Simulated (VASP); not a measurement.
OSZICAR of a VASP run on Tl (hcp):

File OSZICAR:
```
       N       E                     dE             d eps       ncg     rms          rms(c)
DAV:   1     0.132844577489E+03    0.13284E+03   -0.14520E+04  2600   0.143E+03
DAV:   2     0.363556107489E+01   -0.12921E+03   -0.12784E+03  2734   0.292E+02
DAV:   3     0.145735672576E+01   -0.21782E+01   -0.21669E+01  3060   0.337E+01
DAV:   4     0.144436476405E+01   -0.12992E-01   -0.12990E-01  2942   0.259E+00
DAV:   5     0.144421740590E+01   -0.14736E-03   -0.14736E-03  2949   0.289E-01    0.244E+00
DAV:   6     0.149329410914E+01    0.49077E-01   -0.98964E-02  2749   0.260E+00    0.174E+00
DAV:   7     0.150164611289E+01    0.83520E-02   -0.34734E-02  2723   0.152E+00    0.738E-01
DAV:   8     0.150222172037E+01    0.57561E-03   -0.16272E-03  2731   0.348E-01    0.393E-02
DAV:   9     0.150221788448E+01   -0.38359E-05   -0.11303E-05  3148   0.307E-02    0.977E-03
DAV:  10     0.150221365349E+01   -0.42310E-05   -0.46789E-06  2718   0.191E-02    0.774E-04
DAV:  11     0.150221359274E+01   -0.60753E-07   -0.12582E-07  1824   0.269E-03
   1 F= 0.15022136E+01 E0= 0.15021562E+01  d E =0.150221E+01
       N       E                     dE             d eps       ncg     rms          rms(c)
DAV:   1     0.148496944018E+01   -0.17244E-01   -0.63365E-01  2628   0.619E+00    0.517E-01
DAV:   2     0.149428228185E+01    0.93128E-02   -0.61267E-03  2665   0.835E-01    0.312E-01
DAV:   3     0.149892342845E+01    0.46411E-02   -0.88824E-03  2699   0.935E-01    0.358E-02
DAV:   4     0.149890025131E+01   -0.23177E-04   -0.50338E-04  2635   0.208E-01    0.175E-02
DAV:   5     0.149890050175E+01    0.25044E-06   -0.76160E-06  3235   0.305E-02    0.347E-03
DAV:   6     0.149890106226E+01    0.56050E-06   -0.11493E-06  2710   0.121E-02    0.631E-04
DAV:   7     0.149890104620E+01   -0.16054E-07   -0.58407E-08  1493   0.194E-03
   2 F= 0.14989010E+01 E0= 0.14987979E+01  d E =-.331255E-02
       N       E                     dE             d eps       ncg     rms          rms(c)
DAV:   1     0.136303500043E+01   -0.13587E+00   -0.57354E+00  2636   0.186E+01    0.157E+00
DAV:   2     0.144689197236E+01    0.83857E-01   -0.53578E-02  2651   0.234E+00    0.948E-01
DAV:   3     0.149024100774E+01    0.43349E-01   -0.81093E-02  2664   0.278E+00    0.106E-01
DAV:   4     0.148999657020E+01   -0.24444E-03   -0.43551E-03  2649   0.600E-01    0.568E-02
DAV:   5     0.148999001105E+01   -0.65592E-05   -0.43162E-05  3234   0.601E-02    0.894E-03
DAV:   6     0.148999049050E+01    0.47945E-06   -0.31691E-06  2693   0.161E-02    0.114E-03
DAV:   7     0.148999043740E+01   -0.53094E-07   -0.10174E-07  1556   0.282E-03
   3 F= 0.14899904E+01 E0= 0.14898650E+01  d E =-.122232E-01
       N       E                     dE             d eps       ncg     rms          rms(c)
DAV:   1     0.100793111992E+01   -0.48206E+00   -0.23345E+01  2646   0.378E+01    0.315E+00
DAV:   2     0.132995256448E+01    0.32202E+00   -0.20218E-01  2630   0.423E+00    0.192E+00
DAV:   3     0.150292836436E+01    0.17298E+00   -0.32291E-01  2653   0.511E+00    0.243E-01
DAV:   4     0.150266109458E+01   -0.26727E-03   -0.16145E-02  2635   0.115E+00    0.111E-01
DAV:   5     0.150263191530E+01   -0.29179E-04   -0.19493E-04  3025   0.140E-01    0.476E-02
DAV:   6     0.150263689163E+01    0.49763E-05   -0.39255E-05  2699   0.566E-02    0.316E-03
DAV:   7     0.150263674898E+01   -0.14264E-06   -0.11717E-06  2746   0.979E-03    0.130E-03
DAV:   8     0.150263664823E+01   -0.10075E-06   -0.14477E-07  1767   0.333E-03    0.621E-04
DAV:   9     0.150263665811E+01    0.98839E-08   -0.18623E-08  1340   0.124E-03
   4 F= 0.15026367E+01 E0= 0.15026359E+01  d E =0.423065E-03
       N       E                     dE             d eps       ncg     rms          rms(c)
DAV:   1     0.118575017715E+01   -0.31689E+00   -0.13735E+01  2619   0.289E+01    0.242E+00
DAV:   2     0.138475017493E+01    0.19900E+00   -0.12922E-01  2638   0.337E+00    0.147E+00
DAV:   3     0.148937534509E+01    0.10463E+00   -0.19759E-01  2697   0.394E+00    0.164E-01
DAV:   4     0.148882720459E+01   -0.54814E-03   -0.96453E-03  2654   0.843E-01    0.102E-01
DAV:   5     0.148880025970E+01   -0.26945E-04   -0.11011E-04  2948   0.882E-02    0.230E-02
DAV:   6     0.148879925328E+01   -0.10064E-05   -0.66039E-06  2738   0.223E-02    0.281E-03
DAV:   7     0.148879922703E+01   -0.26241E-07   -0.38431E-07  2382   0.719E-03
   5 F= 0.14887992E+01 E0= 0.14886698E+01  d E =-.134144E-01
```

Problem. Which electronic solver shows in the log?

Solution. It is blocked Davidson (ALGO = Normal, or the opening steps of other solvers). The INCAR had ALGO = Normal.

Problem. Can the final energy be trusted as converged?

Solution. The calculation finished and met its thresholds. It stopped with EDIFF = 1E-7, NELM = 100, NSW = 30 and EDIFFG = -0.01 after 5 ionic steps (vdW-DF-cx, plane waves, VASP's PBE PAW potentials (set 64)).

The compound is Tl in the hcp structure. This cell is one point of a volume scan, at 1.06 of the reference volume. Symmetry was kept, so distortions that lower it aren't found.
